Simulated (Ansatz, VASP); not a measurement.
## Cd (Cadmium): VASP beside Ansatz

Wanted: the spread between two codes on one cell, functional and k mesh.

Calculated with Ansatz 0.2.0; plane waves, with VASP 6.6.1 beside it; single point at LDA.

### 1. The structure

It takes space group P6_3/mmc (No. 194, hexagonal). The conventional cell has a = 2.979 Å, b = 2.979 Å, c = 5.618 Å, α = 90.00°, β = 90.00°, γ = 120.00°. Nearest to Cd lie 12 Cd at 2.98 to 3.29 Å.

### 2. Ansatz: single point, LDA

Ansatz runs on its default PAW (the set named soft_2) files.

A single point gives forces, pressure and levels at one fixed geometry, so differences don't come from the geometry; what else differs is listed under the comparison.

Contents of input.yaml:

```yaml
crystal:
  lattice:
    - [2.97887, 0.0, 0.0]
    - [-1.489435, 2.57977709, 0.0]
    - [0.0, 0.0, 5.61765]
  atoms:
    - { symbol: Cd, position: [0.33333333, 0.66666667, 0.25] }
    - { symbol: Cd, position: [0.66666667, 0.33333333, 0.75] }
hamiltonian:
  xc: lda
  pseudopotentials: { kind: paw }
kpoints:
  mp_grid: { grid: [15, 15, 7] }
scf:
  occupations: { method: fermi_dirac, width: 0.05 }
  n_extra_bands: 4
output:
  forces: true
  stress: true
  eigenvalues: true
```

Command:

```
$ ansatz run input.yaml --threads 2 --pin off --max-ram 4608MiB --backend cpu --events-out ev --progress --plain --runs-dir out
```

Numbers of over 12 decimals in the logs are rounded to 6 here.

Log:

```text
scf.n_extra_bands = 4 over 20 filled bands (N_el = 40.0): the run solves 24 bands
Engine: ansatz 0.2.0, aarch64-unknown-linux-gnu
Pseudopotentials: kind: paw
Pseudopotential: Cd, paw, valence charge 20, recommended cutoff 420 eV (normal), Cd.paw.azcp
Functional definition: SPW92
  exchange = slater_x
  correlation = pw_c
Crystal: 2 atoms, lattice volume = 43.171 Å³
Basis set: ecut = 420 eV, 835 PW (Γ)
Bands: 24, of which v1, the nominal top of the filled ones, is band 20 counted from 1 (19 counted from 0)
Symmetry: 24 space group operations
Space group: P63/mmc (ITA 194), of the structure as read, at distance tolerance 3.5e-5 Å
k-points: 108 of 1575
Non-local potential: Cd, projectors of the file, l = 0: 3, l = 1: 2, l = 2: 2, l = 3: 1
PAW form: soft (Blöchl's): semilocal exchange-correlation on the pseudo side does not see the compensation charge
PAW frozen core: Cd, regenerated for the run's functional, and the local potential with it (the file was generated under x = pbe(κ = 0.804, μ = 0.219515), c = pbe(β = 0.066725))
PAW one-centre angular grid: Cd, 590 points (default); XC on 64 Gauss nodes
Initial density: superposition of atomic densities (neutral atoms: chi_scale 0, normalization atom), corrected by the library's trained network
Initial wavefunctions: pseudopotential atomic-orbital guess
Functional: x = slater, c = lda
SCF iter   1: F=—  HF=-16235.742704 eV  |F-HF|=—  |Δ(HF+E_count)|=         —  Δρ=9.86e-3  dr2=3.03e-2  ethr=1.77e-3  ⟨swp⟩=5.9  Hψ=10136  notcnv=0
preconditioner: auto → Kerker (q_TF=auto, 2.694 Å⁻¹)  [metal: Δε(μ)=0.072 eV  Ē_g=13.079 eV  σ=0.050 eV  W_gap=0.34  n_scr=22 (ndim 8)  ℏωp=27.7 eV  f_vac=0.000  D(μ)=0.51/eV (n_scr^D=2)]
SCF iter   2: F=—  HF=-16235.733608 eV  |F-HF|=—  |Δ(HF+E_count)|=   9.10e-3  Δρ=3.14e-3  dr2=2.79e-3  ethr=7.56e-5  ⟨swp⟩=2.3  Hψ=5172  notcnv=0
SCF iter   3: F=—  HF=-16235.732769 eV  |F-HF|=—  |Δ(HF+E_count)|=   8.39e-4  Δρ=1.01e-3  dr2=1.76e-4  ethr=6.98e-6  ⟨swp⟩=2.0  Hψ=3650  notcnv=0
SCF iter   4: F=—  HF=-16235.732747 eV  |F-HF|=—  |Δ(HF+E_count)|=   2.21e-5  Δρ=1.13e-4  dr2=6.14e-6  ethr=4.39e-7  ⟨swp⟩=2.2  Hψ=4041  notcnv=0
SCF iter   5: F=—  HF=-16235.732754 eV  |F-HF|=—  |Δ(HF+E_count)|=   6.76e-6  Δρ=2.93e-5  dr2=4.73e-7  ethr=1.54e-8  ⟨swp⟩=2.3  Hψ=3475  notcnv=0
SCF iter   6: F=-16235.732754 eV  HF=-16235.732754 eV  |F-HF|=1.45e-9  |Δ(HF+E_count)|=   9.70e-8  Δρ=4.43e-6  dr2=4.69e-9  ethr=2.50e-10  ⟨swp⟩=4.7  Hψ=9678  notcnv=0
SCF 1 converged in 6 iterations: F = -16235.732754 eV  dr2 = 4.69e-9
  greatest PAW one-centre occupation: 1.000 electrons in one spin orbital (limit 2), on the Cd atom at site 1 (counted from 0), in its partial waves of l = 0
SCF converged after 6 iterations
Free energy (F): -16235.732754 eV
Harris-Foulkes:  -16235.732754 eV  (|F-HF|=1.45e-9)
Internal energy: -16235.728311 eV  (E = F + TS)
E sigma→0 (E₀):  -16235.730532 eV
Entropy (-TS):   -0.004443 eV (-2.222 meV/atom)
Fermi energy:    14.386624 eV
--- Per-component energies (eV) ---
  E_band       = -800.344267
  E_kinetic    = 1010.159636
  E_local      = -5888.504609  (includes V_loc(G=0)·N_el)
  E_nonlocal   = 78.873883
  E_hartree    = 2760.954693
  E_xc         = -351.849574
  E_vxc        = -443.831754  (∫ρ·V_xc dr)
  E_paw        = -7892.263089  (= ΣΔE_a)
  E_vpaw       = -1078.954694  (= ΣTr[D̂ρ^β])
  E_aug_tail   = 0.000024  (compensation charges beyond the density's cutoff)
  E_ewald      = -5954.632413
  E_core_change = 1.533138  (= ΣΔE_core)
  E_smearing   = -0.004443  (= −TS)
  E_closure    = -0.000000  (closes the sum)
  Σ components = -16235.732754   (vs F -16235.732754, Δ=0.00e0)
--- Forces (eV/Å), atoms counted from 1 ---
  atom   1  Cd    -0.00000000     0.00000000     0.00000000
  atom   2  Cd    -0.00000000    -0.00000000     0.00000000
  max |Σ_I F_I| component: 5.55e-17 eV/Å
--- Stress (GPa, compression-positive) ---
       -5.252150      -0.000000       0.000000
       -0.000000      -5.252150       0.000000
        0.000000       0.000000      -2.844918
  P = ⅓ Tr σ = -4.4497 GPa (-44.497 kbar)
--- Band table (eV; the first three rows and the last of 108) ---
  k-point 0: bands = [... 16 lower, 5.6502, 5.9066, 5.9066, 11.2126, 11.2753, 24.5863, 28.1286, 28.8637]
  k-point 1: bands = [... 16 lower, 5.6666, 5.8968, 5.8968, 9.7334, 12.9530, 23.4441, 28.1362, 28.9416]
  k-point 2: bands = [... 16 lower, 5.8680, 5.8680, 5.8994, 8.4343, 14.8441, 21.3244, 28.1682, 28.8379]
  k-point 107: bands = [... 16 lower, 5.8797, 5.8797, 15.1446, 15.1446, 15.8133, 15.9541, 15.9541, 16.5578]
```

Run time: 3.9 s. Hardware: 2 threads of Arm Neoverse N1, shared host; peak memory 0.34 GiB; 7.4 s of CPU time.

In the SCF lines HF is the Harris–Foulkes energy and dr2 the Hartree energy of the density residual, in eV; the loop may stop once dr2 is under the threshold and the program's other checks hold. Hψ counts applications of the Hamiltonian.

The run ends at a pressure of -4.45 GPa.

### 3. VASP: single point, LDA

The same cell, functional (in two slightly different forms), mesh and smearing now go to VASP, with its own data sets and cutoff.

Lines of VASP's logs that name or quote its potential files are left out, and so is its time.

Contents of run.py:

```python
import numpy as np
from ase.calculators.vasp import Vasp
from ase import Atoms
from ase.dft.bandgap import bandgap

atoms = Atoms(['Cd', 'Cd'],
              cell=[[2.97887, 0.0, 0.0], [-1.489435, 2.57977709, 0.0], [0.0, 0.0, 5.61765]],
              scaled_positions=[[0.33333333, 0.66666667, 0.25], [0.66666667, 0.33333333, 0.75]],
              pbc=True)

calc = Vasp(
    xc='lda',
    pp='LDA',
    prec='Accurate',
    encut=400,
    ediff=1e-06,
    nelm=100,
    ismear=-1,
    sigma=0.05,
    lreal=False,
    algo='Normal',
    nbands=18,
    lorbit=11,
    lwave=False,
    lcharg=False,
    kpar=2,
    isif=2,
    pp_version='64',
    setups={'Cd': ''},
    kpts=(15, 15, 7),
    gamma=True,
    txt='vasp.out',
)
atoms.calc = calc

print("energy (eV):", round(atoms.get_potential_energy(), 6))
print("Fermi level (eV):", round(calc.get_fermi_level(), 4))
print("forces (eV/A):")
print(np.round(atoms.get_forces(), 4))
print("stress (GPa, Voigt, tension positive):", np.round(atoms.get_stress() * 160.21766, 3))
gap, p1, p2 = bandgap(calc, direct=False)
print("gap on the mesh (eV):", round(gap, 4))
```

PAW data sets: Cd (LDA family, release 64).

Command:

```
$ export ASE_VASP_COMMAND="mpirun -np 2 vasp_std"
$ python run.py
```

Log:

```text
energy (eV): -3.007389
Fermi level (eV): 2.8227
forces (eV/A):
[[ 0. -0.  0.]
 [-0.  0.  0.]]
stress (GPa, Voigt, tension positive): [ 5.645  5.645  3.472  0.    -0.    -0.   ]
gap on the mesh (eV): 0.0
```

The INCAR that ASE wrote:

```
ENCUT = 400.000000
SIGMA = 0.050000
EDIFF = 1.00e-06
ALGO = Normal
PREC = Accurate
ISIF = 2
ISMEAR = -1
KPAR = 2
LORBIT = 11
NBANDS = 18
NELM = 100
LCHARG = .FALSE.
LWAVE = .FALSE.
LREAL = .FALSE.
```

ASE turned this into the KPOINTS:

```
KPOINTS created by Atomic Simulation Environment
0
Gamma
15 15 7
0 0 0
```

From OUTCAR (step 3):

```text
ion  position               nearest neighbor table
   1  0.333  0.667  0.250-   2 3.29   2 3.29   2 3.29   2 3.29   2 3.29   2 3.29
   2  0.667  0.333  0.750-   1 3.29   1 3.29   1 3.29   1 3.29   1 3.29   1 3.29

  LATTYP: Found a hexagonal cell.
 ALAT       =     2.9788700000
 C/A-ratio  =     1.8858325472

 Subroutine GETGRP returns: Found 24 space group operations
 (whereof 12 operations were pure point group operations)

The static configuration has the point symmetry D_3d.
 The point group associated with its full space group is D_6h.

 Found    108 irreducible k-points:

   k-points           NKPTS =    108   k-points in BZ     NKDIM =    108   number of bands    NBANDS=     18

   dimension x,y,z NGX =    20 NGY =   20 NGZ =   40
   dimension x,y,z NGXF=    40 NGYF=   40 NGZF=   80

   ENCUT  =  400.0 eV  29.40 Ry    5.42 a.u.   4.86  4.86  9.16*2*pi/ulx,y,z

   NELECT =      24.0000    total number of electrons

 k-points in reciprocal lattice and weights: KPOINTS created by Atomic Simulation Env
   0.00000000  0.00000000  0.00000000       0.001
   0.06666667  0.00000000  0.00000000       0.004
   0.13333333  0.00000000  0.00000000       0.004
   0.20000000  0.00000000  0.00000000       0.004
   0.26666667  0.00000000  0.00000000       0.004
   0.33333333  0.00000000  0.00000000       0.004
   0.40000000  0.00000000  0.00000000       0.004
   0.46666667  0.00000000  0.00000000       0.004
   0.06666667  0.06666667  0.00000000       0.004
[...]
0.33333333  0.26666667  0.42857143       0.015
   0.33333333  0.33333333  0.42857143       0.003

 average (electrostatic) potential at core
       1 -40.2160       2 -40.2160

 E-fermi :   2.8227

 k-point     1 :       0.0000    0.0000    0.0000
  band No.  band energies     occupation
    ...
      9      -5.9419      2.00000
     10      -5.6856      2.00000
     11      -5.6856      2.00000
     12      -0.3471      2.00000
     13      -0.3060      2.00000
     14      13.2349      0.00000
     15      17.2745      0.00000
     16      17.4825      0.00000
     17      17.4825      0.00000
     18      17.6635      0.00000

 k-point     2 :       0.0667    0.0000    0.0000
  band No.  band energies     occupation
    ...
      9      -5.9568      2.00000
     10      -5.7465      2.00000
     11      -5.6847      2.00000
     12      -0.2839      2.00000
     13      -0.1296      2.00000
     14      13.3793      0.00000
     15      15.5972      0.00000
     16      16.5903      0.00000
     17      17.0694      0.00000
     18      17.6427      0.00000

 k-point     3 :       0.1333    0.0000    0.0000
  band No.  band energies     occupation
    ...
      9      -5.8885      2.00000
     10      -5.7536      2.00000
     11      -5.6839      2.00000
     12      -0.0836      2.00000
     13       0.3696      2.00000
     14      13.0497      0.00000
     15      13.7897      0.00000
     16      15.2566      0.00000
     17      16.6265      0.00000
     18      17.2237      0.00000

  Total       -1.5211561     -1.5211561     -0.9355825      0.0000000      0.0000000      0.0000000
  in kB      -56.4541618    -56.4541616    -34.7219606      0.0000000      0.0000000      0.0000000
  external PRESSURE =     -49.2100947 kB  Pullay stress =       0.0000000 kB

  energy-cutoff  :      400.00
  volume of cell :       43.17
      direct lattice vectors                 reciprocal lattice vectors
     2.978870000  0.000000000  0.000000000     0.335697765  0.193815195  0.000000000
    -1.489435000  2.579777090  0.000000000     0.000000000  0.387630390  0.000000000
     0.000000000  0.000000000  5.617650000     0.000000000  0.000000000  0.178010378

 POSITION                                       TOTAL-FORCE (eV/Angst)
 -----------------------------------------------------------------------------------
     -0.00000      1.71985      1.40441         0.000000     -0.000000      0.000000
      1.48944      0.85993      4.21324        -0.000000      0.000000      0.000000
 -----------------------------------------------------------------------------------
    total drift:                               -0.000002      0.000001      0.000000

  FREE ENERGIE OF THE ION-ELECTRON SYSTEM (eV)
  ---------------------------------------------------
  free  energy   TOTEN  =        -3.0095514199 eV

  energy  without entropy=       -3.0052261933  energy(sigma->0) =       -3.00738881

 total charge
# of ion       s       p       d       tot
------------------------------------------
    1        0.536   0.309   9.472  10.317
    2        0.536   0.309   9.472  10.317
--------------------------------------------------
tot          1.072   0.618  18.944  20.634

[... 3 further parts left out ...]
```

At this level the cell is under a tension of 4.9 GPa, so at these settings it is away from equilibrium.

### 4. Side by side

Known differences besides the potentials themselves: the two LDA forms differ slightly; the data sets hold 40 valence electrons in Ansatz (default PAW (the set named soft_2) files) and 24 in VASP; the cutoff is 420 eV in Ansatz and 400 eV in VASP. Total energies have different zeros and are not compared.

Compared:

| quantity | Ansatz | VASP | difference |
| --- | --- | --- | --- |
| pressure (GPa) | -4.45 | -4.92 | +0.47 |

### 5. Further runs

Further runs change the set-up of one program: Ansatz's method, potentials or start, or VASP's data sets, cutoff or form of LDA. The table gives Ansatz less VASP for each quantity, since a change that brings one quantity closer may part another.

| run | pressure (GPa) |
| --- | --- |
| as above | 0.47 |
| Ansatz's all-electron LAPW method | 0.47 |

### 6. What came out

```yaml
difference_in_pressure_single_point_lda: 0.47 GPa
```

In words: The difference in pressure is 0.47 GPa (single point, LDA), within the 1 GPa picked in this series as the mark of a large difference. For single point, LDA, no further run moves any of the tabulated differences by more than a quarter of its size. How closely two codes agree says nothing of how well the functional describes the real material.

[Lines on the potential files, build, host, timing and source positions are cut from VASP's logs without a mark.]

[Logs are printed without paths, hosts, clocks, repeated set-up lines and the standing remarks that a program may print on its own settings, such as how far it seeks lower states.]

[Hosts, paths, dates, database ids (printed as entryN), source tags and the programs' standing remarks are cut or masked in the printed files.]
